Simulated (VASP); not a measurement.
Energy against volume of Sc (hcp). These are PBEsol GGA, VASP's PBE PAW potentials (set 64) (plane waves; VASP 6.6.1) values and carry that method's errors. Numerical set-up: 520 eV cut-off, 13×13×7 Γ-centred mesh, first-order Methfessel-Paxton smearing of 0.10 eV, potentials Sc_sv.

Shape and ions are relaxed at each volume.

```json
[
 {"V (Å³/atom)": "22.230", "E (eV/atom)": "-6.58753"},
 {"V (Å³/atom)": "22.940", "E (eV/atom)": "-6.60063"},
 {"V (Å³/atom)": "23.649", "E (eV/atom)": "-6.60489"},
 {"V (Å³/atom)": "24.359", "E (eV/atom)": "-6.60139"}
]
```

Task: Fit these four points and predict the energy of the run at 25.068 Å³/atom.

Result: A cubic in V^(−2/3), the third-order Birch-Murnaghan form, passes through the four points with V0 = 23.67 Å³/atom and B0 = 58 GPa, and gives -6.5911 eV/atom there. The run gave -6.5912 eV/atom, -0.1 meV/atom from the fit; all five points give B0 = 58 GPa.

The compound is Sc in the hcp structure. It was relaxed first, which changed the volume by -5 %.
